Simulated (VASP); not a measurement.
Consider the following.

```xyz
4
Lattice="1.6250 -2.8146 0.0000 1.6250 2.8146 0.0000 0.0000 0.0000 5.2100" Properties=species:S:1:pos:R:3 pbc="T T T"
Zn     1.6250    -0.9382     2.6050
Zn     1.6250     0.9382     0.0000
O      1.6250    -0.9382     4.5952
O      1.6250     0.9382     1.9902
```

Method: PBE GGA, VASP's PBE PAW potentials (set 64) (plane waves; VASP). Settings: 520 eV cut-off, 11×11×7 Γ-centred mesh, Gaussian smearing of 0.050 eV, potentials Zn O.

Problem. Give the stress tensor in GPa (positive for a compressed cell).

Solution. 
```
5.79  0.00  0.00
0.00  5.79  0.00
0.00  0.00  5.87
```
The pressure is its mean diagonal, 5.82 GPa.

The compound is ZnO in the wurtzite structure. The cell was not relaxed at this level. The run is one of a series of settings (KPOINTS 11×11×7 Γ-centred mesh against the base run), some of them coarse on purpose.
